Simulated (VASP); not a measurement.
# AgB2 (P6/mmm) in VASP: single point with PBE

Aim: the single point of AgB2 with PBE.

All numbers are computed with VASP 6.6.1; they aren't measurements. Logs are shortened: lines on timing, memory, paths and dates and some standing lists are left out, and cuts for length are marked.

### Step 1. The structure

The structure is hexagonal, space group P6/mmm (No. 191). The conventional cell has a = 3.000 Å, b = 3.000 Å, c = 3.240 Å, α = 90.00°, β = 90.00°, γ = 120.00°. Around Ag (site symmetry 6/mmm) lie 12 B at 2.37 Å. B (site symmetry -6m2) has 3 B at 1.73 Å as nearest neighbours.

### Step 2. Single point, PBE

The input, INCAR:

```
PREC = Accurate
ENCUT = 520
EDIFF = 1E-6
ISMEAR = -1
SIGMA = 0.05
LREAL = False
LASPH = True
NELM = 100
ALGO = Fast
ISIF = 2
LWAVE = False
LCHARG = True
GGA = PE
LELF = True
LVHAR = True
NBANDS = 16
```

The input, KPOINTS:

```
regular mesh
0
Gamma
  10 10 8
```

The input, POSCAR:

```
AgB2
1.0
    3.0000000000      0.0000000000      0.0000000000
   -1.5000000000      2.5980762100      0.0000000000
    0.0000000000      0.0000000000      3.2400000000
Ag B
1 2
Direct
    0.0000000000      0.0000000000      0.0000000000
    0.3333333300      0.6666666700      0.5000000000
    0.6666666700      0.3333333300      0.5000000000
```

Potentials or basis: VASP PAW PBE potentials, release 64 (Ag, B).

Launch:

```console
cat potpaw_PBE.64/Ag/POTCAR potpaw_PBE.64/B/POTCAR > POTCAR
mpirun -np 1 vasp_std > vasp.out
```

OUTCAR:

```text
PREC = Accurate
   ENCUT = 520
   EDIFF = 1E-6
   ISMEAR = -1
   LREAL = False
   LASPH = True
   NELM = 100
   ISIF = 2
   GGA = PE

 ion  position               nearest neighbor table
   1  0.000  0.000  0.000-   2 2.37   3 2.37   2 2.37   3 2.37   2 2.37   2 2.37   3 2.37   3 2.37
                             3 2.37   3 2.37   2 2.37   2 2.37
   2  0.333  0.667  0.500-   3 1.73   3 1.73   3 1.73   1 2.37   1 2.37   1 2.37   1 2.37   1 2.37
                             1 2.37
   3  0.667  0.333  0.500-   2 1.73   2 1.73   2 1.73   1 2.37   1 2.37   1 2.37   1 2.37   1 2.37
                             1 2.37

  LATTYP: Found a hexagonal cell.
 ALAT       =     3.0000000000
 C/A-ratio  =     1.0800000000

  Lattice vectors:

 A1 = (   3.0000000000,   0.0000000000,   0.0000000000)
 A2 = (  -1.5000000000,   2.5980762100,   0.0000000000)
 A3 = (   0.0000000000,   0.0000000000,   3.2400000000)

Analysis of symmetry for initial positions (statically):
=====================================================================
 Subroutine PRICEL returns:
 Original cell was already a primitive cell.

 Routine SETGRP: Setting up the symmetry group for a
 hexagonal supercell.

 Subroutine GETGRP returns: Found 24 space group operations
 (whereof 24 operations were pure point group operations)
 out of a pool of 24 trial point group operations.

The static configuration has the point symmetry D_6h.

Analysis of symmetry for dynamics (positions and initial velocities):
=====================================================================
 Subroutine PRICEL returns:
 Original cell was already a primitive cell.

 Routine SETGRP: Setting up the symmetry group for a
 hexagonal supercell.

 Subroutine GETGRP returns: Found 24 space group operations
 (whereof 24 operations were pure point group operations)
 out of a pool of 24 trial point group operations.

The dynamic configuration has the point symmetry D_6h.

 Subroutine INISYM returns: Found 24 space group operations
 (whereof 24 operations are pure point group operations),
 and found     1 'primitive' translations

----------------------------------------------------------------------------------------

                                     Primitive cell

  volume of cell :      25.2533

  direct lattice vectors                    reciprocal lattice vectors
     3.000000000  0.000000000  0.000000000     0.333333333  0.192450090  0.000000000
    -1.500000000  2.598076210  0.000000000     0.000000000  0.384900180  0.000000000
     0.000000000  0.000000000  3.240000000     0.000000000  0.000000000  0.308641975

  length of vectors
     3.000000000  2.999999999  3.240000000     0.384900180  0.384900180  0.308641975

  position of ions in fractional coordinates (direct lattice)
     0.000000000  0.000000000  0.000000000
     0.333333330  0.666666670  0.500000000
     0.666666670  0.333333330  0.500000000

  ion indices of the primitive-cell ions
   primitive index   ion index
                 1           1
                 2           2
                 3           3

----------------------------------------------------------------------------------------

 KPOINTS: regular mesh

Automatic generation of k-mesh.
 Grid dimensions read from file:
 generate k-points for:   10   10    8

 Generating k-lattice:

  Cartesian coordinates                     Fractional coordinates (reciprocal lattice)
     0.033333333  0.019245009  0.000000000     0.100000000  0.000000000  0.000000000
     0.000000000  0.038490018  0.000000000     0.000000000  0.100000000  0.000000000
     0.000000000  0.000000000  0.038580247     0.000000000  0.000000000  0.125000000

  Length of vectors
     0.038490018  0.038490018  0.038580247

  Shift w.r.t. Gamma in fractional coordinates (k-lattice)
     0.000000000  0.000000000  0.000000000

 Subroutine IBZKPT returns following result:
 ===========================================

 Found     70 irreducible k-points:

 Following reciprocal coordinates:
            Coordinates               Weight
  0.000000  0.000000  0.000000      1.000000
  0.100000  0.000000  0.000000      6.000000
  0.200000  0.000000  0.000000      6.000000
  0.300000  0.000000  0.000000      6.000000
  0.400000  0.000000  0.000000      6.000000
  0.500000  0.000000  0.000000      3.000000
[... 16 lines left out ...]
  0.300000  0.100000  0.125000     24.000000
  0.400000  0.100000  0.125000     24.000000
 [... further k-points ...]
   k-points           NKPTS =     70   k-points in BZ     NKDIM =     70   number of bands    NBANDS=     16
   number of dos      NEDOS =    301   number of ions     NIONS =      3
   total plane-waves  NPLWV =  13824
   dimension x,y,z NGX =    24 NGY =   24 NGZ =   24
   dimension x,y,z NGXF=    48 NGYF=   48 NGZF=   48
   ions per type =               1   2
   NGX,Y,Z   is equivalent  to a cutoff of  13.30, 13.30, 12.31 a.u.
   NGXF,Y,Z  is equivalent  to a cutoff of  26.60, 26.60, 24.63 a.u.
 SYSTEM =  unknown system
   PREC   = accura    normal or accurate (medium, high low for compatibility)
   ISTART =      0    job   : 0-new  1-cont  2-samecut
   ICHARG =      2    charge: 1-file 2-atom 10-const
   ISPIN  =      1    spin polarized calculation?
   LNONCOLLINEAR =      F non collinear calculations
   LSORBIT =      F    spin-orbit coupling
   LASPH  =      T    aspherical Exc in radial PAW
   ENCUT  =  520.0 eV  38.22 Ry    6.18 a.u.   5.58  5.58  6.02*2*pi/ulx,y,z
   NELM   =    100;   NELMIN=  2; NELMDL= -5     # of ELM steps
   EDIFF  = 0.1E-05   stopping-criterion for ELM
   LREAL  =      F    real-space projection
   EDIFFG = 0.1E-04   stopping-criterion for IOM
   NSW    =      0    number of steps for IOM
   IBRION =     -1    ionic relax: 0-MD 1-quasi-New 2-CG
   NFREE  =      0    steps in history (QN), initial steepest desc. (CG)
   ISIF   =      2    stress and relaxation
   ISYM   =      2    0-nonsym 1-usesym 2-fastsym
   POTIM  = 0.5000    time-step for ionic-motion
   TEBEG  =    0.0;   TEEND  =   0.0 temperature during run
   PSTRESS=    0.0 pullay stress
   NELECT =      17.0000    total number of electrons
   NUPDOWN=      -1.0000    fix difference up-down
   EMIN   =  10.00;   EMAX   =-10.00  energy-range for DOS
   EFERMI =   0.00;   METHOD = LEGACY
   ISMEAR =    -1;   SIGMA  =   0.05  broadening in eV -4-tet -1-fermi 0-gaus
   EFERMI_NEDOS =   21; number of points for ismear=-14 and -15
   IALGO  =     68    algorithm
   IMIX   =      4    mixing-type and parameters
     AMIX     =   0.40;   BMIX     =  1.00
     AMIX_MAG =   1.60;   BMIX_MAG =  1.00
  volume/ion in A,a.u.               =       8.42        56.81
  Fermi-wavevector in a.u.,A,eV,Ry     =   1.434779  2.711340 28.008838  2.058592
  Thomas-Fermi vector in A             =   2.554150
   LORBIT       =      0    0 simple, 1 ext, 2 COOP (PROOUT), +10 PAW based schemes
   GGA     = PE    functional components
   LHFCALC =     F    Hartree Fock is set to
   AEXX    =    0.0000 exact exchange contribution
   IVDW    =     0    specifies the selected vdW correction
   LEPSILON=     F    determine dielectric tensor
   LRPA    =     F    only Hartree local field effects (RPA)
 non-spin polarized calculation
 RMM-DIIS sequential band-by-band and
  energy-cutoff  :      520.00
  volume of cell :       25.25
 maximum number of plane-waves:       698
 NGX is ok and might be reduce to    24
   NGX = 11   NGY = 11   NGZ = 13

 number of electron      16.9999992 magnetization

 Free energy of the ion-electron system (eV)
  ---------------------------------------------------
  ext. energy  EPLUGINS =         0.00000000
  ---------------------------------------------------
  free energy    TOTEN  =       -13.26217939 eV

  energy without entropy =      -13.24938663  energy(sigma->0) =      -13.25578301

 E-fermi :  10.7173     XC(G=0): -13.3002

 val. band max:       10.7061690527   @ k =   0.3000   0.3000   0.3750
 cond. band min:      10.7181442542   @ k =   0.2000   0.0000   0.3750
 fundamental gap:      0.0119752014
 Fermi energy:        10.7172734524

 k-point     1 :       0.0000    0.0000    0.0000
  band No.  band energies     occupation
      1      -3.6665      2.00000
      2       3.5840      2.00000
      3       4.0956      2.00000
      4       4.0956      2.00000
      5       5.6631      2.00000
      6       5.6631      2.00000
[... 8 lines left out ...]
     15      27.5510      0.00000
     16      29.7252      0.00000

 k-point     2 :       0.1000    0.0000    0.0000
  band No.  band energies     occupation
      1      -3.4723      2.00000
      2       3.6694      2.00000
      3       3.9316      2.00000
      4       4.2250      2.00000
      5       5.1568      2.00000
      6       5.6338      2.00000
[... 8 lines left out ...]
     15      27.9647      0.00000
     16      29.8893      0.00000

 k-point     3 :       0.2000    0.0000    0.0000
  band No.  band energies     occupation
      1      -2.9034      2.00000
      2       3.4812      2.00000
      3       3.8602      2.00000
      4       4.4278      2.00000
      5       4.5939      2.00000
      6       5.5577      2.00000
[... 8 lines left out ...]
     15      28.5095      0.00000
     16      30.3194      0.00000

 k-point     4 :       0.3000    0.0000    0.0000
  band No.  band energies     occupation
      1      -2.0012      2.00000
      2       2.8185      2.00000
      3       3.8700      2.00000
      4       3.9101      2.00000
      5       5.1461      2.00000
      6       5.4655      2.00000
[... 8 lines left out ...]
     15      27.7119      0.00000
     16      28.3047      0.00000

 k-point     5 :       0.4000    0.0000    0.0000
  band No.  band energies     occupation
      1      -0.8464      2.00000
      2       1.8702      2.00000
      3       3.5338      2.00000
      4       3.6989      2.00000
      5       5.3922      2.00000
      6       5.7810      2.00000
[... 8 lines left out ...]
     15      26.6035      0.00000
     16      28.0309      0.00000

 k-point     6 :       0.5000    0.0000    0.0000
  band No.  band energies     occupation
      1       0.1602      2.00000
      2       0.9196      2.00000
      3       3.4223      2.00000
      4       3.5634      2.00000
      5       5.3645      2.00000
      6       6.1842      2.00000
[... 8 lines left out ...]
     15      26.8041      0.00000
     16      28.6806      0.00000

 k-point     7 :       0.1000    0.1000    0.0000
  band No.  band energies     occupation
      1      -3.0906      2.00000
      2       3.6358      2.00000
      3       3.8078      2.00000
      4       4.4669      2.00000
      5       4.6247      2.00000
      6       5.5607      2.00000
[... 8 lines left out ...]
     15      28.4759      0.00000
     16      29.5762      0.00000

 k-point     8 :       0.2000    0.1000    0.0000
  band No.  band energies     occupation
      1      -2.3528      2.00000
      2       3.1266      2.00000
      3       3.9352      2.00000
      4       4.0844      2.00000
      5       4.8943      2.00000
      6       5.4261      2.00000
[... 8 lines left out ...]
     15      27.8095      0.00000
     16      28.0586      0.00000

 k-point     9 :       0.3000    0.1000    0.0000
  band No.  band energies     occupation
      1      -1.3148      2.00000
      2       2.4054      2.00000
      3       3.7075      2.00000
      4       3.7803      2.00000
      5       5.2873      2.00000
      6       5.4537      2.00000
[... 8 lines left out ...]
     15      26.2261      0.00000
     16      27.0325      0.00000
[... 172 lines left out ...]
 k-point    19 :       0.4000    0.0000    0.1250
  band No.  band energies     occupation
      1      -0.7321      2.00000
      2       1.7379      2.00000
      3       3.6850      2.00000
      4       3.9063      2.00000
      5       4.8861      2.00000
      6       5.9222      2.00000
[... 8 lines left out ...]
     15      25.8459      0.00000
     16      26.1415      0.00000

 k-point    20 :       0.5000    0.0000    0.1250
  band No.  band energies     occupation
      1       0.3723      2.00000
      2       0.6816      2.00000
      3       3.6053      2.00000
      4       3.8160      2.00000
      5       4.8534      2.00000
      6       6.1927      2.00000
[... 8 lines left out ...]
     15      25.9440      0.00000
     16      26.6981      0.00000

 k-point    21 :       0.1000    0.1000    0.1250
  band No.  band energies     occupation
      1      -2.9021      2.00000
      2       3.6644      2.00000
      3       3.7021      2.00000
      4       4.3682      2.00000
      5       4.7236      2.00000
      6       5.3873      2.00000
[... 8 lines left out ...]
     15      27.6393      0.00000
     16      28.4717      0.00000

 k-point    22 :       0.2000    0.1000    0.1250
  band No.  band energies     occupation
      1      -2.1878      2.00000
      2       3.1314      2.00000
      3       3.8309      2.00000
      4       4.0272      2.00000
      5       4.9694      2.00000
      6       5.2748      2.00000
[... 8 lines left out ...]
     15      25.4876      0.00000
     16      28.5541      0.00000

 k-point    23 :       0.3000    0.1000    0.1250
  band No.  band energies     occupation
      1      -1.1878      2.00000
      2       2.3185      2.00000
      3       3.6755      2.00000
      4       3.9561      2.00000
      5       4.8493      2.00000
      6       5.6846      2.00000
[... 8 lines left out ...]
     15      24.1467      0.00000
     16      27.7570      0.00000

 k-point    24 :       0.4000    0.1000    0.1250
  band No.  band energies     occupation
      1      -0.0013      2.00000
      2       1.2539      2.00000
      3       3.5416      2.00000
      4       3.8601      2.00000
      5       4.6929      2.00000
      6       6.1368      2.00000
[... 8 lines left out ...]
     15      25.6522      0.00000
     16      28.8665      0.00000

 [... further k-points ...]
[... 5 lines left out ...]
  --------------------------------------------------------------------------------------
  -------------------------------------------------------------------------------------
  Total        6.7373334      6.7373334     12.1328386      0.0000000      0.0000000      0.0000000
  in kB      427.4452259    427.4452254    769.7591368      0.0000000      0.0000000      0.0000000
  external PRESSURE =     541.5498627 kB  Pullay stress =       0.0000000 kB

 VOLUME and BASIS-vectors are now :
 -----------------------------------------------------------------------------
  energy-cutoff  :      520.00
  volume of cell :       25.25
      direct lattice vectors                 reciprocal lattice vectors
     3.000000000  0.000000000  0.000000000     0.333333333  0.192450090  0.000000000
    -1.500000000  2.598076210  0.000000000     0.000000000  0.384900180  0.000000000
     0.000000000  0.000000000  3.240000000     0.000000000  0.000000000  0.308641975

 POSITION                                       TOTAL-FORCE (eV/Angst)
 -----------------------------------------------------------------------------------
      0.00000      0.00000      0.00000        -0.000000      0.000000     -0.000000
     -0.00000      1.73205      1.62000         0.000000      0.000000     -0.000000
      1.50000      0.86603      1.62000        -0.000000     -0.000000      0.000000
 -----------------------------------------------------------------------------------
    total drift:                                0.000000     -0.000000     -0.000000

  FREE ENERGIE OF THE ION-ELECTRON SYSTEM (eV)
  ---------------------------------------------------
  free  energy   TOTEN  =       -13.2621793906 eV

  energy  without entropy=      -13.2493866271  energy(sigma->0) =      -13.25578301
```

Run time: 18 s. Hardware: 1 thread of Intel Xeon Platinum 8488C (Sapphire Rapids), shared host; peak memory 0.15 GiB.

Results:

```
Free energy            : -13.2622 eV
Pressure               : 54.2 GPa
Band gap on the k mesh : none (metal or under the smearing width)
```

Levels at points of the mesh, in eV from the Fermi level:
```tsv
k point	band 6	band 7	band 8	band 9	band 10	band 11	band 12	band 13
(0.00, 0.00, 0.00)	-5.05	-3.23	1.07	1.07	5.62	5.62	5.72	7.20
(0.50, 0.00, 0.00)	-4.53	-3.34	-3.28	2.92	4.31	6.15	6.40	10.36
(0.00, 0.00, 0.50)	-5.79	-4.78	-0.25	-0.25	6.68	9.12	9.12	10.33
(0.50, 0.00, 0.50)	-4.50	-4.47	-1.32	0.41	0.93	5.32	9.52	10.50
```

Caveat: a pressure of tens of GPa on the cell as given is suspect, and the run, the potentials or the cell itself is likely at fault.
